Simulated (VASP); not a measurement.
PPt, 2 atoms in the cell. The structure is cubic, space group Fm-3m (No. 225). The conventional cell has a = 5.017 Å, b = 5.017 Å, c = 5.017 Å, α = 90.00°, β = 90.00°, γ = 90.00°. P (site symmetry m-3m) is surrounded by 6 Pt at 2.51 Å. Pt (site symmetry m-3m) has 6 P at 2.51 Å as nearest neighbours. The cell was built by a generator and needn't be a form met in nature.

- Program: VASP 6.6.1
- Task: single point
- Functional: PBE
- Potentials or basis: VASP PAW PBE potentials, release 64 (P, Pt)
- Cutoff: 520 eV
- k mesh: 6 × 6 × 6
- Occupations: methfessel-paxton, width 0.1791 eV
- Spin: no spin polarisation
- Dipole correction: no
- Further INCAR settings: ALGO = Fast; EDIFF = 1e-06; NBANDS = 14

Potentials or basis: VASP PAW PBE potentials, release 64 (P, Pt).

Launch:

```bash
$ cat potpaw_PBE.64/P/POTCAR potpaw_PBE.64/Pt/POTCAR > POTCAR
$ mpirun -np 1 vasp_std > vasp.out
```

Hardware: 1 thread of Intel(R) Xeon(R) Platinum 8259CL CPU @ 2.50GHz (Skylake/Cascade Lake) (shared host).

**Question.** How long does it take, and how much memory?

**Answer.** Wall time 12 s on 1 thread of Intel(R) Xeon(R) Platinum 8259CL CPU @ 2.50GHz (Skylake/Cascade Lake), on a shared host, peak memory 0.15 GiB. Counts: scf iterations 13, k points 16.
